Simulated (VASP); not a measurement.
Computed with optB88-vdW, VASP's PBE PAW potentials (set 64) (plane waves; VASP).

VASP input:

KPOINTS:
```
k-points along high-symmetry lines
10
Line-mode
Reciprocal
  0.000000   0.000000   0.000000 ! GAMMA
  0.000000   0.500000   0.000000 ! X

  0.000000   0.500000   0.000000 ! X
  0.500000   0.500000   0.000000 ! M

  0.500000   0.500000   0.000000 ! M
  0.000000   0.000000   0.000000 ! GAMMA

  0.000000   0.000000   0.000000 ! GAMMA
  0.000000   0.000000   0.500000 ! Z

  0.000000   0.000000   0.500000 ! Z
  0.000000   0.500000   0.500000 ! R

  0.000000   0.500000   0.500000 ! R
  0.500000   0.500000   0.500000 ! A

  0.500000   0.500000   0.500000 ! A
  0.000000   0.000000   0.500000 ! Z

  0.000000   0.500000   0.000000 ! X
  0.000000   0.500000   0.500000 ! R

  0.500000   0.500000   0.000000 ! M
  0.500000   0.500000   0.500000 ! A
```

**POSCAR**
```
SnO2
1
    4.8033438814     0.0000000000     0.0000000000
    0.0000000000     4.8033438814     0.0000000000
    0.0000000000     0.0000000000     3.2449308279
Sn O
2 4
Direct
  0.0000000000   0.0000000000   0.0000000000
  0.5000000000   0.5000000000   0.5000000000
  0.3061898858   0.3061898858   0.0000000000
  0.8061898858   0.1938101142   0.5000000000
  0.1938101142   0.8061898858   0.5000000000
  0.6938101142   0.6938101142   0.0000000000
```

INCAR:
```
SYSTEM = SnO2
PREC = Accurate
ENCUT = 520
EDIFF = 1E-7
NELM = 100
ALGO = Normal
LREAL = .FALSE.
LASPH = .TRUE.
ISMEAR = 0
SIGMA = 0.05
GGA = BO
PARAM1 = 0.1833333333
PARAM2 = 0.22
LUSE_VDW = .TRUE.
AGGAC = 0.0
LMAXMIX = 4
LWAVE = .FALSE.
LCHARG = .FALSE.
LORBIT = 11
ICHARG = 11
```

POTCAR, in this order: Sn_d O (PBE.64 set). Program: vasp_std. Read from the step before: CHGCAR.

What VASP printed:

File OSZICAR:
```
       N       E                     dE             d eps       ncg     rms          rms(c)
DAV:   1     0.647728652734E+03    0.64773E+03   -0.26330E+04  6108   0.262E+03
DAV:   2     0.727970868452E+02   -0.57493E+03   -0.55753E+03  6122   0.698E+02
DAV:   3    -0.196544820835E+02   -0.92452E+02   -0.90727E+02  6561   0.222E+02
DAV:   4    -0.241866390196E+02   -0.45322E+01   -0.45139E+01  6550   0.549E+01
DAV:   5    -0.243306441418E+02   -0.14401E+00   -0.14396E+00  7559   0.960E+00
DAV:   6    -0.243356663608E+02   -0.50222E-02   -0.50220E-02  7407   0.152E+00
DAV:   7    -0.243358522576E+02   -0.18590E-03   -0.18590E-03  7974   0.248E-01
DAV:   8    -0.243358537446E+02   -0.14869E-05   -0.14869E-05  7452   0.247E-02
DAV:   9    -0.243358537706E+02   -0.25995E-07   -0.26030E-07  5798   0.350E-03
   1 F= -.24335854E+02 E0= -.24335854E+02  d E =-.401612E-15
```

File OUTCAR:
```
 val. band max:        5.3793925426   @ k =   0.0000   0.0000   0.0000

 cond. band min:       6.1068851134   @ k =   0.0000   0.0000   0.0000



 k-point     1 :       0.0000    0.0000    0.0000
  band No.  band energies     occupation
      1     -15.6320      2.00000
      2     -14.9598      2.00000
      3     -14.7778      2.00000
      4     -14.7554      2.00000
      5     -14.7554      2.00000
      6     -14.6884      2.00000
      7     -14.6502      2.00000
      8     -14.5787      2.00000
      9     -14.5429      2.00000
     10     -14.5429      2.00000
     11     -13.2182      2.00000
     12     -11.4619      2.00000
     13     -11.4619      2.00000
     14      -9.9122      2.00000
     15      -2.5641      2.00000
     16       1.5127      2.00000
     17       1.5127      2.00000
     18       1.5895      2.00000
     19       2.4482      2.00000
     20       3.4398      2.00000
     21       3.4736      2.00000
     22       4.1358      2.00000
     23       4.1358      2.00000
     24       4.6513      2.00000
     25       4.6513      2.00000
     26       5.3794      2.00000
     27       6.1069      0.00000
     28      11.0508      0.00000
     29      11.4790      0.00000
     30      11.4790      0.00000
     31      15.5507      0.00000

 k-point     2 :       0.0000    0.0556    0.0000
  band No.  band energies     occupation
      1     -15.6278      2.00000
      2     -14.9643      2.00000
      3     -14.7777      2.00000
      4     -14.7552      2.00000
      5     -14.7552      2.00000
      6     -14.6922      2.00000
      7     -14.6496      2.00000
      8     -14.5791      2.00000
      9     -14.5431      2.00000
     10     -14.5431      2.00000
     11     -13.2088      2.00000
     12     -11.4823      2.00000
     13     -11.4460      2.00000
     14      -9.9176      2.00000
     15      -2.5436      2.00000
     16       1.4483      2.00000
     17       1.5262      2.00000
     18       1.6007      2.00000
...
```

The density is held fixed in this step, so its total energy and stress have no physical meaning. Unless said otherwise, spin-orbit coupling is left out, though it shifts the bands of the heavy elements here.

The compound is SnO2 in the rutile structure. It was relaxed first.
